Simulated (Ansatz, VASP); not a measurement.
One calculation of CrB2, two programs

File INCAR:

```
SYSTEM = CrB2
ALGO     = Normal         ! electronic algorithm
EDIFF    = 1E-7           ! SCF threshold, eV
ENCUT    = 520            ! plane-wave cutoff, eV
GGA      = CA             ! functional
ISIF     = 2              ! what is computed and relaxed
ISMEAR   = 0              ! smearing method
ISPIN    = 2              ! spin polarisation
LASPH    = .True.         ! aspherical terms in the spheres
LCHARG   = .True.         ! write CHGCAR
LELF     = .True.         ! ELF
LMAXMIX  = 4              ! l up to which the mixer works
LORBIT   = 11             ! projections on sites
LREAL    = .False.        ! projectors in reciprocal space
LVHAR    = .True.       
LWAVE    = .False.        ! write WAVECAR
MAGMOM   = 2 2 0 0 0 0    ! initial moments
NBANDS   = 31             ! bands
NELM     = 150            ! most SCF steps
PREC     = Accurate       ! precision mode
SIGMA    = 0.05           ! smearing width, eV
```

Contents of KPOINTS:

```
k-points
0
Gamma
  12 12 6
  0 0 0
```

File POSCAR:

```
CrB2
1.0
    2.9456460660      0.0000000000      0.0000000000
   -1.4728230330      2.5510043237      0.0000000000
    0.0000000000      0.0000000000      5.7085228738
Cr B
2 4
Direct
    0.0000000000      0.0000000000      0.0000000000
    0.0000000000      0.0000000000      0.5000000000
    0.3333333333      0.6666666667      0.2500000000
    0.6666666667      0.3333333333      0.2500000000
    0.3333333333      0.6666666667      0.7500000000
    0.6666666667      0.3333333333      0.7500000000
```

Input for Ansatz:

```yaml
crystal:
  lattice:
    - [2.945646066, 0.0, 0.0]
    - [-1.472823033, 2.5510043237, 0.0]
    - [0.0, 0.0, 5.7085228738]
  atoms:
    - { symbol: Cr, position: [0.0, 0.0, 0.0], spin: 2.0 }
    - { symbol: B, position: [0.3333333333, 0.6666666667, 0.25] }
    - { symbol: B, position: [0.6666666667, 0.3333333333, 0.25] }
    - { symbol: Cr, position: [0.0, 0.0, 0.5], spin: 2.0 }
    - { symbol: B, position: [0.3333333333, 0.6666666667, 0.75] }
    - { symbol: B, position: [0.6666666667, 0.3333333333, 0.75] }
basis:
  ecutwfc: 420
  ecutrho_ratio: 4
kpoints:
  mp_grid: { grid: [12, 12, 6] }
hamiltonian:
  xc: lda
scf:
  occupations: { method: gaussian, width: 0.05 }
  lower_state_search: "off"
output:
  forces: true
  stress: true
  eigenvalues: true
  populations: true
magnetization:
  spin_polarized: true
```

Alike in both runs: task single point; functional LDA; k mesh 12 × 12 × 6; occupations gaussian, width 0.05 eV; collinear spin.

|  | VASP | Ansatz |
| --- | --- | --- |
| version | VASP 6.6.1 | Ansatz 0.2.0 |
| potentials or method | VASP PAW LDA potentials, release 64 (Cr_pv, B) | scalar-relativistic, plane waves, PAW |
| plane-wave cutoff (eV) | 520 | 420 |
| valence electrons in the cell | 36 | 40 |

|  | VASP | Ansatz | Ansatz less VASP |
| --- | --- | --- | --- |
| gap on the k mesh at the Fermi level (eV) | none | none | - |
| pressure (GPa) | 0.7 | 0.2 | -0.52 |
| largest component of the traceless stress (GPa) | 0.41 | 0.28 | -0.126 |
| net moment per atom (μB) | 0.07 | 0.08 | +0.007 |
| size of the moment on the site where the two differ most (μB) | 0.21 | 0.21 | +0.003 |

Site moments also hang on the region over which each program counts them. A gap of «none» marks a metal or a gap that the smearing closes. The two sets of potentials don't hold the same shells in valence.
